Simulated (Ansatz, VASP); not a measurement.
# ZnCu2SnS4 in two plane-wave programs

Aim: how closely do two programs agree when they are given the same cell, functional and k mesh? The cell is taken from a series of runs on this material, whose earlier steps may have relaxed, scaled, displaced or heated it; both programs get it as it stands.

Method: plane waves, with VASP 6.6.1 beside it; single point at PBE, in Ansatz 0.2.0.

## 1. Starting point

The structure is tetragonal, space group I-4 (No. 82). The conventional cell has a = 5.471 Å, b = 5.471 Å, c = 10.925 Å, α = 90.00°, β = 90.00°, γ = 90.00°. Nearest to Zn lie 4 S at 2.37 Å. Nearest to Cu lie 4 S at 2.32 Å. Sn has 4 S at 2.47 Å nearest. Nearest to S lie 2 Cu at 2.32 Å and 1 Zn at 2.37 Å and 1 Sn at 2.47 Å. Farther neighbours and most contacts between anions are not listed.

Coordinates:

```cif
data_structure
_symmetry_space_group_name_H-M 'P 1'
_symmetry_Int_Tables_number 1
_cell_length_a 6.6935
_cell_length_b 6.6935
_cell_length_c 6.6935
_cell_angle_alpha 131.755
_cell_angle_beta 131.755
_cell_angle_gamma 70.616
_cell_volume 163.50
loop_
_atom_site_label
_atom_site_type_symbol
_atom_site_fract_x
_atom_site_fract_y
_atom_site_fract_z
_atom_site_occupancy
Zn1 Zn 0.25000 0.75000 0.50000 1
Cu2 Cu 0.00000 0.00000 0.00000 1
Cu3 Cu 0.75000 0.25000 0.50000 1
Sn4 Sn 0.50000 0.50000 0.00000 1
S5 S 0.37108 0.89564 0.00795 1
S6 S 0.10436 0.11230 0.47544 1
S7 S 0.88770 0.36313 0.99205 1
S8 S 0.63687 0.62892 0.52456 1
```

## 2. VASP: single point, PBE

A single point gives forces, pressure and levels at one fixed geometry, so differences don't come from the geometry; what else differs is listed under the comparison.

Lines of VASP's logs that name or quote its potential files are left out, and so is its time.

The input, INCAR:

```
SYSTEM = ZnCu2SnS4
PREC = Accurate
ENCUT = 600
EDIFF = 1E-06
NELM = 120
ISMEAR = -1
SIGMA = 0.02
LREAL = .FALSE.
ALGO = Normal
GGA = PE
NBANDS = 44
LASPH = .TRUE.
LORBIT = 11
LWAVE = .FALSE.
LCHARG = .FALSE.
ISIF = 2
GGA_COMPAT = .FALSE.
KPAR = 2
```

The input, POSCAR:

```
ZnCu2SnS4
1.0
   -2.7355336749      2.7355336749      5.4622827405
    2.7355336749     -2.7355336749      5.4622827405
    2.7355336749      2.7355336749     -5.4622827405
Zn Cu Sn S
1 2 1 4
Direct
    0.2500000000      0.7500000000      0.5000000000
    0.0000000000      0.0000000000      0.0000000000
    0.7500000000      0.2500000000      0.5000000000
    0.5000000000      0.5000000000      0.0000000000
    0.3710797860      0.8956445943      0.0079456556
    0.1043554057      0.1123010614      0.4754351917
    0.8876989386      0.3631341304      0.9920543444
    0.6368658696      0.6289202140      0.5245648083
```

The input, KPOINTS:

```
Automatic mesh
0
Gamma
6 6 6
0 0 0
```

The projector-augmented-wave data sets are Zn, Cu, Sn_d and S (PBE family, release 64).

On the command line:

```console
$ mpirun -np 2 vasp_std
```

Numbers of over 12 decimals in the logs are rounded to 6 here.

What it wrote:

```text
[banner, memory and clock lines left out]
running    2 mpi-ranks, on    1 nodes
 distrk:  each k-point on    1 cores,    2 groups
 distr:  one band on    1 cores,    1 groups

 POSCAR found type information on POSCAR ZnCuSnS
 POSCAR found :  4 types and       8 ions
 LDA part: xc-table for (Slater+PW92), standard interpolation
 POSCAR, INCAR and KPOINTS ok, starting setup
 FFT: planning ... GRIDC
 FFT: planning ... GRID_SOFT
 FFT: planning ... GRID
 WAVECAR not read
 entering main loop
       N       E                     dE             d eps       ncg     rms          rms(c)
DAV:   1     0.765805306716E+03    0.76581E+03   -0.35059E+04  3168   0.229E+03
DAV:   2     0.106289210093E+03   -0.65952E+03   -0.64069E+03  3168   0.561E+02
DAV:   3    -0.237061131979E+02   -0.13000E+03   -0.12704E+03  3892   0.229E+02
DAV:   4    -0.346402370261E+02   -0.10934E+02   -0.10773E+02  4400   0.651E+01
DAV:   5    -0.351127566491E+02   -0.47252E+00   -0.47133E+00  4652   0.144E+01    0.174E+01
DAV:   6    -0.349890768802E+02    0.12368E+00   -0.42220E+01  4932   0.105E+02    0.130E+01
DAV:   7    -0.324401988945E+02    0.25489E+01   -0.11478E+01  4200   0.888E+01    0.803E+00
DAV:   8    -0.327632747072E+02   -0.32308E+00   -0.53222E+00  5064   0.278E+01    0.441E+00
DAV:   9    -0.326125435652E+02    0.15073E+00   -0.18896E+00  4440   0.242E+01    0.108E+00
DAV:  10    -0.325958594151E+02    0.16684E-01   -0.15672E-01  4636   0.819E+00    0.252E-01
DAV:  11    -0.325979993192E+02   -0.21399E-02   -0.22231E-02  5108   0.223E+00    0.247E-01
DAV:  12    -0.325983479566E+02   -0.34864E-03   -0.27203E-03  5140   0.129E+00    0.847E-02
DAV:  13    -0.325984991630E+02   -0.15121E-03   -0.78105E-04  4712   0.306E-01    0.690E-02
DAV:  14    -0.325984277312E+02    0.71432E-04   -0.38873E-04  4792   0.397E-01    0.274E-02
DAV:  15    -0.325984431413E+02   -0.15410E-04   -0.81719E-05  4568   0.835E-02    0.102E-02
DAV:  16    -0.325984454952E+02   -0.23539E-05   -0.77454E-06  4044   0.366E-02    0.412E-03
DAV:  17    -0.325984460909E+02   -0.59572E-06   -0.22630E-06  2756   0.219E-02
   1 F= -.32598446E+02 E0= -.32598355E+02  d E =-.182456E-03
```

From OUTCAR (step 2):

```text
ion  position               nearest neighbor table
   1  0.250  0.750  0.500-   5 2.37   8 2.37   7 2.37   6 2.37
   2  0.000  0.000  0.000-   6 2.32   7 2.32   8 2.32   5 2.32
   3  0.750  0.250  0.500-   6 2.32   8 2.32   5 2.32   7 2.32
   4  0.500  0.500  0.000-   7 2.47   6 2.47   8 2.47   5 2.47
   5  0.371  0.896  0.008-   3 2.32   2 2.32   1 2.37   4 2.47
   6  0.104  0.112  0.475-   3 2.32   2 2.32   1 2.37   4 2.47
   7  0.888  0.363  0.992-   3 2.32   2 2.32   1 2.37   4 2.47
   8  0.637  0.629  0.525-   3 2.32   2 2.32   1 2.37   4 2.47

  LATTYP: Found a body centered tetragonal cell.
 ALAT       =     5.4710673498
 C/A-ratio  =     1.9967887037

 Subroutine GETGRP returns: Found  4 space group operations
 (whereof  4 operations were pure point group operations)

The static configuration has the point symmetry S_4 .

 Found     36 irreducible k-points:

   k-points           NKPTS =     36   k-points in BZ     NKDIM =     36   number of bands    NBANDS=     44

   dimension x,y,z NGX =    54 NGY =   54 NGZ =   54
   dimension x,y,z NGXF=   108 NGYF=  108 NGZF=  108

   ENCUT  =  600.0 eV  44.10 Ry    6.64 a.u.  13.37 13.37 13.37*2*pi/ulx,y,z

   NELECT =      72.0000    total number of electrons

 k-points in reciprocal lattice and weights: Automatic mesh
   0.00000000  0.00000000  0.00000000       0.005
   0.16666667 -0.00000000  0.00000000       0.037
   0.33333333 -0.00000000  0.00000000       0.037
   0.50000000 -0.00000000  0.00000000       0.019
   0.16666667  0.16666667  0.00000000       0.037
   0.33333333  0.16666667  0.00000000       0.037
  -0.33333333 -0.16666667  0.50000000       0.037
   0.50000000  0.16666667  0.00000000       0.037
   0.50000000 -0.16666667 -0.33333333       0.037
[...]
-0.33333333 -0.33333333  0.33333333       0.009
   0.50000000  0.50000000  0.50000000       0.005

 average (electrostatic) potential at core
       1 -34.7308       2 -65.7530       3 -65.7354       4-103.1329       5 -87.3116
       6 -87.3116       7 -87.3116       8 -87.3116

 E-fermi :   4.7257

 k-point     1 :       0.0000    0.0000    0.0000
  band No.  band energies     occupation
    ...
     32       3.0972      2.00000
     33       3.2631      2.00000
     34       4.6258      1.98659
     35       4.6258      1.98659
     36       4.6893      1.72173
     37       4.7589      0.31980
     38       6.6488      0.00000
     39       7.3629      0.00000
     40       8.3276      0.00000
     41       8.3276      0.00000
    ...

 k-point     2 :       0.1667   -0.0000    0.0000
  band No.  band energies     occupation
    ...
     32       3.2148      2.00000
     33       3.3358      2.00000
     34       3.9925      2.00000
     35       4.4157      2.00000
     36       4.5814      1.99853
     37       5.4718      0.00000
     38       7.0390      0.00000
     39       7.5786      0.00000
     40       8.1099      0.00000
     41       8.2015      0.00000
    ...

 k-point     3 :       0.3333   -0.0000    0.0000
  band No.  band energies     occupation
    ...
     32       3.3005      2.00000
     33       3.4316      2.00000
     34       3.7113      2.00000
     35       3.9662      2.00000
     36       4.3569      2.00000
     37       5.9574      0.00000
     38       7.6079      0.00000
     39       7.8724      0.00000
     40       8.0077      0.00000
     41       8.4668      0.00000
    ...

  Total        0.0624536      0.0624536      0.1271058      0.0000001      0.0000000      0.0000000
  in kB        0.6119979      0.6119979      1.2455400      0.0000005      0.0000000      0.0000000
  external PRESSURE =       0.8231786 kB  Pullay stress =       0.0000000 kB

  energy-cutoff  :      600.00
  volume of cell :      163.50
      direct lattice vectors                 reciprocal lattice vectors
    -2.735533675  2.735533675  5.462282741     0.000000000  0.182779691  0.091536821
     2.735533675 -2.735533675  5.462282741     0.182779691  0.000000000  0.091536821
     2.735533675  2.735533675 -5.462282741     0.182779691  0.182779691  0.000000000

 POSITION                                       TOTAL-FORCE (eV/Angst)
 -----------------------------------------------------------------------------------
      2.73553      0.00000      2.73114         0.000000      0.000000      0.000000
      0.00000      0.00000      0.00000         0.000000      0.000000     -0.000000
      0.00000      2.73553      2.73114         0.000000     -0.000000      0.000000
      0.00000      0.00000      5.46228         0.000000     -0.000000      0.000000
      1.45670     -1.41323      6.87581        -0.028625      0.016580     -0.015651
      1.32230      1.27883     -1.41352         0.016580      0.028625      0.015651
      1.27883      4.14876      1.41352         0.028625     -0.016580     -0.015651
      1.41323      1.45670      4.04876        -0.016580     -0.028625      0.015651
 -----------------------------------------------------------------------------------
    total drift:                               -0.000001     -0.000001     -0.000001

  FREE ENERGIE OF THE ION-ELECTRON SYSTEM (eV)
  ---------------------------------------------------
  free  energy   TOTEN  =       -32.5984460909 eV

  energy  without entropy=      -32.5982636345  energy(sigma->0) =      -32.59835486

 total charge
# of ion       s       p       d       tot
------------------------------------------
    1        0.522   0.446   9.795  10.763
    2        0.362   0.356   9.258   9.976
    3        0.362   0.359   9.259   9.981
    4        1.120   1.041  10.084  12.245
    5        1.330   2.369   0.000   3.699
    6        1.330   2.369   0.000   3.699
    7        1.330   2.369   0.000   3.699
    8        1.330   2.369   0.000   3.699
--------------------------------------------------
tot          7.687  11.679  38.395  57.761

[... 3 further parts left out ...]
```

This run has no spin polarisation, so a moment on Cu, if there is one, isn't seen.

## 3. Ansatz: single point, PBE

Ansatz runs on its PAW soft_1 files.

The same cell, functional, mesh and smearing now go to Ansatz, which takes its cutoff from its data sets.

The input, input.yaml:

```yaml
crystal:
  lattice:
    - [-2.7355336749, 2.7355336749, 5.4622827405]
    - [2.7355336749, -2.7355336749, 5.4622827405]
    - [2.7355336749, 2.7355336749, -5.4622827405]
  atoms:
    - { symbol: Zn, position: [0.25, 0.75, 0.5] }
    - { symbol: Cu, position: [0.0, 0.0, 0.0] }
    - { symbol: Cu, position: [0.75, 0.25, 0.5] }
    - { symbol: Sn, position: [0.5, 0.5, 0.0] }
    - { symbol: S, position: [0.371079786, 0.8956445943, 1.0079456556] }
    - { symbol: S, position: [0.1043554057, 0.1123010614, 0.4754351917] }
    - { symbol: S, position: [0.8876989386, 0.3631341304, -0.0079456556] }
    - { symbol: S, position: [0.6368658696, 0.628920214, 0.5245648083] }
kpoints:
  mp_grid: { grid: [6, 6, 6] }
  band_path:
    path:
      - [[0.0, 0.0, 0.0], [0.0, 0.0, 0.5], [0.25, 0.25, 0.25], [0.0, 0.5, 0.0], [0.0, 0.0, 0.0], [0.5, 0.5, -0.5], [0.31271679, 0.68728321, -0.31271679]]
      - [[-0.31271679, 0.31271679, 0.31271679], [0.0, 0.0, 0.0]]
      - [[0.0, 0.0, 0.5], [-0.12543357, 0.12543357, 0.5]]
      - [[0.5, 0.5, -0.12543357], [0.5, 0.5, -0.5]]
    npoints: 10
hamiltonian:
  xc: pbe
  pseudopotentials: { kind: paw, azcp: { folder: soft_1 } }
scf:
  occupations: { method: fermi_dirac, width: 0.02 }
  n_extra_bands: 6
output:
  eigenvalues: true
  forces: true
  stress: true
```

On the command line:

```console
$ ansatz run input.yaml --threads 3 --pin off --max-ram 92160MiB --backend cuda --events-out ev --progress --plain --runs-dir out --devices 1 --max-vram 13GiB
```

What it wrote:

```text
scf.n_extra_bands = 6 over 44 filled bands (N_el = 88.0): the run solves 50 bands
GPUs: using 1 of 1 available (devices: 1).
Engine: ansatz 0.2.0, x86_64-unknown-linux-gnu
Pseudopotentials: kind: paw
Pseudopotential: Zn, paw, valence charge 12, recommended cutoff 420 eV (normal), soft_1/Zn.paw.azcp
Pseudopotential: Cu, paw, valence charge 19, recommended cutoff 420 eV (normal), soft_1/Cu.paw.azcp
Pseudopotential: Sn, paw, valence charge 14, recommended cutoff 420 eV (normal), soft_1/Sn.paw.azcp
Pseudopotential: S, paw, valence charge 6, recommended cutoff 420 eV (normal), soft_1/S.paw.azcp
Functional definition: PBE
  parameter kappa = 0.804
  parameter beta = 0.066725
  exchange = pbe_x(kappa = kappa, mu = beta*pi^2/3)
  correlation = pbe_c(beta = beta)
device memory: the entry about to start is reckoned to put 4.8 GiB on a device that reports 33.1 GiB free (of which the cap on the GPU budget leaves the run 13.0 GiB)
GPU FFT provider: cuFFT
GPU libraries: cuBLAS 13.8.2, cuFFT 12.4.0, cuSOLVER 12.3.4
Crystal: 8 atoms, lattice volume = 163.500 Å³
Basis set: ecut = 420 eV, 3195 PW (Γ), exchange–correlation on 90×90×90 points (8 copies of the dense FFT grid, shifted against one another)
Bands: 50, of which v1, the nominal top of the filled ones, is band 44 counted from 1 (43 counted from 0)
Symmetry: 4 space group operations
Space group: I-4 (ITA 82), of the structure as read, at distance tolerance 5.5e-5 Å
k-points: 36 of 216 (time reversal used)
Non-local potential: Zn, projectors of the file, l = 0: 2, l = 1: 2, l = 2: 3, l = 3: 1
Non-local potential: Cu, projectors of the file, l = 0: 3, l = 1: 2, l = 2: 3, l = 3: 1
Non-local potential: Sn, projectors of the file, l = 0: 2, l = 1: 2, l = 2: 2, l = 3: 1
Non-local potential: S, projectors of the file, l = 0: 2, l = 1: 2, l = 2: 1
PAW form: soft (Blöchl's): semilocal exchange-correlation on the pseudo side does not see the compensation charge
PAW one-centre angular grid: Zn, 590 points (default); XC on 64 Gauss nodes
PAW one-centre angular grid: Cu, 590 points (default); XC on 64 Gauss nodes
PAW one-centre angular grid: Sn, 590 points (default); XC on 64 Gauss nodes
PAW one-centre angular grid: S, 110 points (default); XC on 64 Gauss nodes
Initial density: superposition of atomic densities (chi_scale 0.1, normalization cell, long waves kept (reshape's long-wave potential 0.01 eV rms))
Initial wavefunctions: pseudopotential atomic-orbital guess
GPU buffer pool allocated for 91125 grid points (all kernels)
GPU transforms: local potential and band sums: pruned to the plane-wave sphere, on 45×45×45
Functional: x = pbe(κ = 0.804, μ = 0.219515), c = pbe(β = 0.066725)
SCF iter   1: F=—  HF=-26206.026337 eV  |F-HF|=—  |Δ(HF+E_count)|=         —  Δρ=3.91e-2  dr2=2.03e0  ethr=3.10e-3  ⟨swp⟩=8.4  Hψ=7760  notcnv=0
preconditioner: auto → Resta (q_TF=auto, 2.461 Å⁻¹)  ε∞=6.4  [insulator: Δε(μ)=0.102 eV  Ē_g=10.605 eV  σ=0.020 eV  W_gap=0.85  n_scr=36 (ndim 8)  ℏωp=24.6 eV  f_vac=0.001  D(μ)=0.07/eV (n_scr^D=0)  ε∞_Penn≈6.4]
SCF iter   2: F=—  HF=-26205.745228 eV  |F-HF|=—  |Δ(HF+E_count)|=   2.81e-1  Δρ=1.79e-2  dr2=5.80e-1  ethr=2.30e-3  ⟨swp⟩=2.3  Hψ=3245  notcnv=0  defer=41
SCF iter   3: F=—  HF=-26205.716969 eV  |F-HF|=—  |Δ(HF+E_count)|=   2.83e-2  Δρ=1.63e-2  dr2=2.58e-1  ethr=6.59e-4  ⟨swp⟩=3.0  Hψ=3405  notcnv=0  defer=41
SCF iter   4: F=—  HF=-26205.639942 eV  |F-HF|=—  |Δ(HF+E_count)|=   7.70e-2  Δρ=3.15e-3  dr2=1.12e-2  ethr=2.93e-4  ⟨swp⟩=2.9  Hψ=3346  notcnv=0  defer=42
SCF iter   5: F=—  HF=-26205.645421 eV  |F-HF|=—  |Δ(HF+E_count)|=   5.48e-3  Δρ=9.27e-4  dr2=1.93e-3  ethr=1.27e-5  ⟨swp⟩=2.0  Hψ=3050  notcnv=0  defer=42
SCF iter   6: F=—  HF=-26205.647375 eV  |F-HF|=—  |Δ(HF+E_count)|=   1.95e-3  Δρ=1.04e-3  dr2=1.16e-3  ethr=2.19e-6  ⟨swp⟩=2.0  Hψ=3516  notcnv=0  defer=42
SCF iter   7: F=—  HF=-26205.647254 eV  |F-HF|=—  |Δ(HF+E_count)|=   1.21e-4  Δρ=1.98e-4  dr2=6.40e-5  ethr=1.32e-6  ⟨swp⟩=2.0  Hψ=3234  notcnv=0  defer=42
SCF iter   8: F=—  HF=-26205.647272 eV  |F-HF|=—  |Δ(HF+E_count)|=   1.80e-5  Δρ=9.28e-5  dr2=1.27e-5  ethr=7.27e-8  ⟨swp⟩=2.0  Hψ=2875  notcnv=0  defer=42
SCF iter   9: F=—  HF=-26205.647281 eV  |F-HF|=—  |Δ(HF+E_count)|=   8.33e-6  Δρ=2.11e-5  dr2=4.87e-7  ethr=1.44e-8  ⟨swp⟩=2.0  Hψ=2861  notcnv=0  defer=42
SCF iter  10: F=—  HF=-26205.647281 eV  |F-HF|=—  |Δ(HF+E_count)|=   3.96e-7  Δρ=2.37e-5  dr2=5.50e-7  ethr=1.14e-10  ⟨swp⟩=13.7  Hψ=9194  notcnv=0
SCF iter  11: F=-26205.647281 eV  HF=-26205.647281 eV  |F-HF|=8.31e-9  |Δ(HF+E_count)|=   1.15e-7  Δρ=4.22e-6  dr2=2.07e-8  ethr=1.14e-10  ⟨swp⟩=3.0  Hψ=7292  notcnv=0
SCF 1 converged in 11 iterations: F = -26205.647281 eV  dr2 = 2.07e-8
  greatest PAW one-centre occupation: 1.000 electrons in one spin orbital (limit 2), on the Cu atom at site 1 (counted from 0), in its partial waves of l = 0
device memory: the entry about to start is reckoned to put 3.9 GiB on a device that reports 32.6 GiB free (of which the cap on the GPU budget leaves the run 13.0 GiB)
NSCF: frozen V_eff on 94 k-points
SCF converged after 11 iterations
Free energy (F): -26205.647281 eV
Harris-Foulkes:  -26205.647281 eV  (|F-HF|=8.31e-9)
Internal energy: -26205.647024 eV  (E = F + TS)
E sigma→0 (E₀):  -26205.647152 eV
Entropy (-TS):   -0.000257 eV (-0.032 meV/atom)
Fermi energy:    7.799868 eV
--- Per-component energies (eV) ---
  E_band       = -1124.705053
  E_kinetic    = 1256.682241
  E_local      = -16381.954493  (includes V_loc(G=0)·N_el)
  E_nonlocal   = 2895.591541
  E_hartree    = 7009.795944
  E_xc         = -694.217724
  E_vxc        = -635.444593  (∫ρ·V_xc dr)
  E_paw        = -12339.808330  (= ΣΔE_a)
  E_vpaw       = -2279.176780  (= ΣTr[D̂ρ^β])
  E_aug_tail   = 0.002013  (compensation charges beyond the density's cutoff)
  E_ewald      = -7951.738216
  E_smearing   = -0.000257  (= −TS)
  E_closure    = 0.000000  (closes the sum)
  Σ components = -26205.647281   (vs F -26205.647281, Δ=0.00e0)
--- Forces (eV/Å), atoms counted from 1 ---
  atom   1  Zn     0.00000000    -0.00000000     0.00000000
  atom   2  Cu    -0.00000000    -0.00000000     0.00000000
  atom   3  Cu    -0.00000000     0.00000000     0.00000000
  atom   4  Sn    -0.00000000     0.00000000     0.00000000
  atom   5  S      0.00056869    -0.00210995     0.00238624
  atom   6  S     -0.00210995    -0.00056869    -0.00238624
  atom   7  S     -0.00056869     0.00210995     0.00238624
  atom   8  S      0.00210995     0.00056869    -0.00238624
  max |Σ_I F_I| component: 5.64e-17 eV/Å
--- Stress (GPa, compression-positive) ---
       -0.021938      -0.000000      -0.000000
        0.000000      -0.021938      -0.000000
       -0.000000      -0.000000       0.035227
  P = ⅓ Tr σ = -0.0029 GPa (-0.029 kbar)
--- Band table (eV; the first three rows and the last of 36) ---
  k-point 0: bands = [... 40 lower, 6.3518, 7.7131, 7.7131, 7.7767, 7.8188, 9.7169, 10.4333, 11.3910, ... 2 higher]
  k-point 1: bands = [... 40 lower, 6.5054, 6.8705, 7.4743, 7.6538, 8.6350, 10.2599, 10.8285, 11.2799, ... 2 higher]
  k-point 2: bands = [... 40 lower, 6.5926, 6.7835, 7.1509, 7.4934, 8.7466, 10.6184, 10.7736, 11.3718, ... 2 higher]
  k-point 35: bands = [... 40 lower, 6.6611, 6.6733, 6.9368, 6.9368, 8.9209, 9.7680, 9.7680, 10.0555, ... 2 higher]
```

## 4. Differences

Known differences besides the potentials themselves: the data sets hold 88 valence electrons in Ansatz (on its PAW soft_1 files) and 72 in VASP; the cutoff is 420 eV in Ansatz and 600 eV in VASP. Total energies have different zeros and are not compared.

The two programs side by side:

| quantity | Ansatz | VASP | difference |
| --- | --- | --- | --- |
| pressure (GPa) | 0.00 | 0.08 | -0.09 |
| gap on the k mesh (eV) | 0.042 | 0.070 | -0.027 |

At this near-relaxed geometry the largest component of a force difference is 29 meV/Å. A gap on the mesh is an upper bound, since the band edges may lie between its points.

## 5. Other set-ups

Further runs change the set-up of one program: Ansatz's method, potentials or start, or VASP's data sets, cutoff or form of LDA. The table gives Ansatz less VASP for each quantity, since a change that brings one quantity closer may part another.

```csv
run,r.m.s. force difference (meV/Å),pressure (GPa),gap on the k mesh (eV)
as above,16,-0.085,-0.027
"VASP with the data sets Zn, Cu_sv_GW, Sn_d and S and a cutoff of 700 eV",8.6,0.68,-0.0090
```

## 6. Outcome

```json
{
  "r.m.s. force difference (single point, PBE)": "16 meV/Å"
}
```

**Reading.** The r.m.s. force difference is 16 meV/Å (single point, PBE), beyond the 12 meV/Å picked in this series as the mark of a large difference. The data sets hold unlike numbers of valence electrons (88 in Ansatz and 72 in VASP), so part of the differences comes from the potentials. Single point, PBE, VASP with the data sets Zn, Cu_sv_GW, Sn_d and S and a cutoff of 700 eV: r.m.s. force difference goes from 16 to 8.6 meV/Å; the difference in pressure goes from -0.085 to 0.68 GPa; the difference in gap on the k mesh goes from -0.027 to -0.0090 eV. Such differences can come from data sets, numerical settings and the points named under the comparisons, not from the functional's error against experiment.

[Lines on the potential files, build, host, timing and source positions are cut from VASP's logs without a mark.]

[Logs are printed without paths, hosts, clocks, repeated set-up lines and the standing remarks that a program may print on its own settings, such as how far it seeks lower states.]

[Hosts, paths, dates, database ids (printed as entryN), source tags and the programs' standing remarks are cut or masked in the printed files.]
